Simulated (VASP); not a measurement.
Level of theory: SCAN meta-GGA, VASP's PBE PAW potentials (set 64) (plane waves; VASP 6.6.1).

A VASP calculation is set up with these files.

**INCAR**
```
NELM  =  100
LASPH  =  .TRUE.
LCHARG  =  .FALSE.
LMIXTAU  =  .TRUE.
LWAVE  =  .FALSE.
ISMEAR  =  0
METAGGA  =  SCAN
NBANDS  =  24
CSHIFT  =  0.1
LOPTICS  =  .TRUE.
LPEAD  =  .TRUE.
NEDOS  =  1001
SIGMA  =  0.01   ! width (eV)
SYSTEM  =  MgS
PREC  =  Accurate
EDIFF  =  1E-7
ALGO  =  Normal   ! blocked Davidson
ENCUT  =  400   ! plane-wave cut-off (eV)
LREAL  =  .FALSE.   ! projection in real space or not
```

KPOINTS:
```
kpoints
0
gamma
 11 11 11
0 0 0
```

### POSCAR
```
MgS
1
    0.0000000000     2.5921271229     2.5921271229
    2.5921271229    -0.0000000000     2.5921271229
    2.5921271229     2.5921271229    -0.0000000000
Mg S
1 1
Direct
  0.0000000000   0.0000000000   0.0000000000
  0.5000000000   0.5000000000   0.5000000000
```

POTCAR, in this order: Mg S (PBE.64 set). Program: vasp_std.

Task: Predict the energy per atom (σ→0).

Result: 
```yaml
energy per atom (σ→0): -865.8 kJ/mol of atoms
```

### OSZICAR
```
...
DAV:  19    -0.179475736665E+02    0.26003E-05   -0.67518E-07  3024   0.395E-03    0.639E-03
DAV:  20    -0.179475745619E+02   -0.89538E-06   -0.10327E-07  3448   0.135E-03    0.177E-03
DAV:  21    -0.179475734753E+02    0.10865E-05   -0.24467E-08  2992   0.642E-04    0.131E-03
DAV:  22    -0.179475738796E+02   -0.40430E-06   -0.14310E-08  2880   0.645E-04    0.417E-04
DAV:  23    -0.179475733206E+02    0.55899E-06   -0.38271E-09  1648   0.315E-04    0.218E-04
DAV:  24    -0.179475733707E+02   -0.50086E-07   -0.10419E-10  1568   0.477E-05
   1 F= -.17947573E+02 E0= -.17947573E+02  d E =-.486780E-13
 imaginary and real dielectric function
```

The structure comes from a measured MgS entry (Fm-3m) of the Crystallography Open Database, whose conditions weren't checked. It was relaxed first.
